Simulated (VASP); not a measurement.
A calculation with VASP 6.6.1 of SiAu3 (native input, structure from a POSCAR):

The input INCAR:

```
SYSTEM = SiAu3
PREC     = Accurate       ! precision mode
ENCUT    = 520            ! plane-wave cutoff, eV
EDIFF    = 1E-7           ! SCF threshold, eV
ISMEAR   = 0              ! smearing method
SIGMA    = 0.05           ! smearing width, eV
LREAL    = .FALSE.        ! projectors in reciprocal space
LASPH    = .TRUE.         ! aspherical terms in the spheres
NELM     = 60             ! most SCF steps
ALGO     = Normal         ! electronic algorithm
ISIF     = 2              ! what is computed and relaxed
LWAVE    = .FALSE.        ! write WAVECAR
LCHARG   = .FALSE.        ! write CHGCAR
GGA      = PS             ! functional
NBANDS   = 26             ! bands
```

File KPOINTS:

```
regular mesh
0
G
  7 7 7
  0 0 0
```

The input POSCAR:

```
SiAu3
1.0
    0.0000000000      3.2857340000      3.2857340000
    3.2857340000      0.0000000000      3.2857340000
    3.2857340000      3.2857340000      0.0000000000
Au Si
3 1
Cartesian
    3.2857340000      3.2857340000      3.2857340000
    4.9286010000      4.9286010000      4.9286010000
    1.6428670000      1.6428670000      1.6428670000
    0.0000000000      0.0000000000      0.0000000000
```

Potentials or basis: VASP PAW PBE potentials, release 64 (Au, Si).

Run with:

```sh
$ cat potpaw_PBE.64/Au/POTCAR potpaw_PBE.64/Si/POTCAR > POTCAR
$ mpirun -np 1 vasp_std > vasp.out
```

The cell comes from a database or a generator and needn't be the stable form of this composition.

Question: Write the same calculation in another form: ASE script, structure typed inline.

Answer: As run:

File run.py:

```python
from ase import Atoms
from ase.calculators.vasp import Vasp
from ase.dft.bandgap import bandgap

atoms = Atoms(
    ['Au', 'Au', 'Au', 'Si'],
    cell=[[0.0, 3.285734, 3.285734], [3.285734, 0.0, 3.285734], [3.285734, 3.285734, 0.0]],
    scaled_positions=[[0.5, 0.5, 0.5], [0.75, 0.75, 0.75], [0.25, 0.25, 0.25], [0.0, 0.0, 0.0]],
    pbc=True,
)
calc = Vasp(
    directory='calc',
    xc='pbesol',
    pp='PBE',
    setups='recommended',
    prec='Accurate',
    encut=520,
    ediff=1e-06,
    ismear=0,
    sigma=0.05,
    lreal=False,
    lasph=True,
    nelm=60,
    algo='Normal',
    isif=2,
    lwave=False,
    lcharg=True,
    lelf=True,
    lvhar=True,
    kpts=[7, 7, 7],
    gamma=True,
    nbands=26,
)
atoms.calc = calc

print('energy (eV):', atoms.get_potential_energy())
print('free energy (eV):', atoms.get_potential_energy(force_consistent=True))
print('forces (eV/A):')
print(atoms.get_forces())
print('stress (eV/A^3, Voigt):', atoms.get_stress())
print('Fermi level (eV):', calc.get_fermi_level())
gap, top, bottom = bandgap(calc)
print('band gap (eV):', gap, 'from (spin, k, band)', top, 'to', bottom)
```

Potentials or basis: VASP PAW PBE potentials, release 64 (Au, Si).

Launch:

```sh
$ python run.py
```

Both were run:

|  | native input, structure from a POSCAR | ASE script, structure typed inline |
| --- | --- | --- |
| Pressure | -7.8 GPa | -7.8 GPa |
| Band gap on the k mesh | none (metal or under the smearing width) | none (metal or under the smearing width) |

Keys that steer only the numerical path or the files written may differ.

Caveat: the PAW data sets were made with another functional, which shifts forces and pressure a little.
